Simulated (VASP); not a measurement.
Computed with r2SCAN meta-GGA, VASP's PBE PAW potentials (set 64) (plane waves; VASP).

Input for VASP

### POSCAR
```
NiC
1
    0.0000000000     2.0211651216     2.0211651216
    2.0211651216     0.0000000000     2.0211651216
    2.0211651216     2.0211651216     0.0000000000
Ni C
1 1
Direct
  0.0000000000   0.0000000000   0.0000000000
  0.5000000000   0.5000000000   0.5000000000
```

INCAR:
```
! general
SYSTEM =NiC
PREC   =Accurate
ENCUT  =520
LREAL  =.FALSE.
LASPH  =.TRUE.

! electronic loop
EDIFF  =1E-7
NELM   =100
ALGO   =Normal
LMAXMIX=4
LMIXTAU=.TRUE.

! smearing
ISMEAR =-5

! functional
METAGGA=R2SCAN

! ions
ISIF   =2

! output
LWAVE  =.FALSE.
LCHARG =.FALSE.
LORBIT =11
NEDOS  =601
```

File KPOINTS:
```
K-points
0
G
17 17 17
```

### KPOINTS_OPT
```
k-points along high-symmetry lines
10
Line-mode
Reciprocal
  0.000000   0.000000   0.000000 ! GAMMA
  0.500000   0.000000   0.500000 ! X

  0.500000   0.000000   0.500000 ! X
  0.625000   0.250000   0.625000 ! U

  0.375000   0.375000   0.750000 ! K
  0.000000   0.000000   0.000000 ! GAMMA

  0.000000   0.000000   0.000000 ! GAMMA
  0.500000   0.500000   0.500000 ! L

  0.500000   0.500000   0.500000 ! L
  0.500000   0.250000   0.750000 ! W

  0.500000   0.250000   0.750000 ! W
  0.500000   0.000000   0.500000 ! X
```

POTCAR, in this order: Ni C (PBE.64 set). Program: vasp_std.

What VASP printed:

**OSZICAR**
```
       N       E                     dE             d eps       ncg     rms          rms(c)
DAV:   1     0.486155816127E+02    0.48616E+02   -0.71361E+03  3694   0.166E+03
DAV:   2    -0.218458103191E+02   -0.70461E+02   -0.65187E+02  3770   0.259E+02
DAV:   3    -0.255405115034E+02   -0.36947E+01   -0.35718E+01  4065   0.663E+01
DAV:   4    -0.256034635075E+02   -0.62952E-01   -0.62887E-01  4202   0.882E+00
DAV:   5    -0.256047062660E+02   -0.12428E-02   -0.12434E-02  4197   0.128E+00    0.217E+01
DAV:   6    -0.273955441818E+02   -0.17908E+01   -0.10855E+02  3891   0.205E+02    0.309E+01
DAV:   7    -0.197568573450E+02    0.76387E+01   -0.27728E+01  4095   0.122E+02    0.357E+00
DAV:   8    -0.198287391662E+02   -0.71882E-01   -0.12272E+00  4409   0.176E+01    0.242E+00
DAV:   9    -0.198091060743E+02    0.19633E-01   -0.20139E-01  4447   0.912E+00    0.754E-01
DAV:  10    -0.198209372193E+02   -0.11831E-01   -0.27776E-02  3657   0.254E+00    0.220E-01
DAV:  11    -0.198197308898E+02    0.12063E-02   -0.12389E-03  4411   0.410E-01    0.244E-01
DAV:  12    -0.198256152231E+02   -0.58843E-02   -0.19889E-03  3663   0.709E-01    0.124E-01
DAV:  13    -0.198259279509E+02   -0.31273E-03   -0.37900E-04  4017   0.238E-01    0.522E-02
DAV:  14    -0.198259251100E+02    0.28409E-05   -0.52427E-05  3831   0.997E-02    0.450E-02
DAV:  15    -0.198259462335E+02   -0.21123E-04   -0.68021E-05  4279   0.848E-02    0.146E-02
DAV:  16    -0.198259478608E+02   -0.16273E-05   -0.13811E-05  4312   0.407E-02    0.666E-03
DAV:  17    -0.198259483673E+02   -0.50649E-06   -0.52733E-06  4026   0.393E-02    0.970E-03
DAV:  18    -0.198259443909E+02    0.39764E-05   -0.18926E-06  4846   0.257E-02    0.116E-03
DAV:  19    -0.198259445973E+02   -0.20635E-06   -0.28515E-07  3221   0.880E-03    0.946E-04
DAV:  20    -0.198259446439E+02   -0.46628E-07   -0.22190E-08  1896   0.274E-03
   1 F= -.19825945E+02 E0= -.19825945E+02  d E =0.000000E+00
       N       E                     dE             ncg
```

**OUTCAR**
```
------------------------ aborting loop because EDIFF is reached ----------------------------------------
  FORCE on cell =-STRESS in cart. coord.  units (eV):
  Direction    XX          YY          ZZ          XY          YZ          ZX
  --------------------------------------------------------------------------------------
  Total       -0.0083376     -0.0083376     -0.0083376      0.0000000      0.0000000      0.0000000
  in kB       -0.8089447     -0.8089447     -0.8089447      0.0000000      0.0000000      0.0000000
  external PRESSURE =      -0.8089447 kB  Pullay stress =       0.0000000 kB
  volume of cell :       16.51
      direct lattice vectors                 reciprocal lattice vectors
     0.000000000  2.021165122  2.021165122    -0.247382064  0.247382064  0.247382064
     2.021165122  0.000000000  2.021165122     0.247382064 -0.247382064  0.247382064
     2.021165122  2.021165122  0.000000000     0.247382064  0.247382064 -0.247382064
 POSITION                                       TOTAL-FORCE (eV/Angst)
 -----------------------------------------------------------------------------------
      0.00000      0.00000      0.00000         0.000000     -0.000000     -0.000000
      2.02117      2.02117      2.02117        -0.000000      0.000000      0.000000
 -----------------------------------------------------------------------------------
    total drift:                                0.000000     -0.000000     -0.000000
  FREE ENERGIE OF THE ION-ELECTRON SYSTEM (eV)
  ---------------------------------------------------
  free  energy   TOTEN  =       -19.8259446439 eV

  energy  without entropy=      -19.8259446439  energy(sigma->0) =      -19.82594464

 total charge

# of ion       s       p       d       tot
------------------------------------------
    1        0.508   0.708   8.395   9.611
    2        0.905   1.417   0.000   2.322
--------------------------------------------------
tot          1.413   2.125   8.395  11.933
```
(Selected blocks of OUTCAR.)

For a metal the tetrahedron method with Blöchl corrections gives inexact stress and forces.

The structure was generated: NiC was put into the rock salt type (Fm-3m), which need not be its known phase. It was relaxed first, which changed the volume by -18 %. The run is not spin-polarised, so no magnetic state was tried.
